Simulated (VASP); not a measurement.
Given:

```
CELL_PARAMETERS angstrom
      3.22198     0.00000     0.00000
     -1.61099     2.79031     0.00000
      0.00000     0.00000    10.36672
ATOMIC_POSITIONS crystal
  Sc 0.00000 0.00000 0.00000
  Sc 0.00000 0.00000 0.50000
  Sc 0.33333 0.66667 0.25000
  Sc 0.66667 0.33333 0.75000
```

Computed with PBE GGA, VASP's PBE PAW potentials (set 64) (plane waves; VASP). Numerical set-up: 300 eV cut-off, 8×8×3 Γ-centred mesh, Fermi-Dirac smearing of 0.10 eV, potentials Sc_sv.

At this cut-off the stress carries a Pulay error, which pulls relaxed volumes low.

### Question
Predict the energy per atom (σ→0), pressure, band gap (on the k-mesh) with the smallest direct gap where there is one.

### Answer

```
Property                                                    Result
------------------------  ----------------------------------------
band gap (on the k-mesh)  none (metal, semimetal or under 0.01 eV)
energy per atom (σ→0)                               -6.212 eV/atom
pressure                                                 29.3 kbar
```

The structure was generated: Sc was put into an ordered model structure, which need not be its known phase. The cell was not relaxed at this level. VASP warned that the highest band is occupied, so more bands are needed.
